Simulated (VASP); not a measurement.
```
Pt
1.0
    0.00000     1.93100     1.93100
    1.93100     0.00000     1.93100
    1.93100     1.93100     0.00000
Pt
1
Direct
  0.00000   0.00000   0.00000
```

These are r2SCAN meta-GGA, VASP's PBE PAW potentials (set 64) (plane waves; VASP) values and carry that method's errors. Run with 520 eV cut-off, 16×16×16 Γ-centred mesh, first-order Methfessel-Paxton smearing of 0.10 eV, potentials Pt.

**Question.** Give the stress tensor in GPa (positive for a compressed cell).

**Answer.** 
```
20.09   0.00   0.00
 0.00  20.09   0.00
 0.00   0.00  20.09
```
The pressure is its mean diagonal, 20.09 GPa.

The compound is Pt in the fcc structure. This cell is one point of a volume scan, at 0.94 of the reference volume.
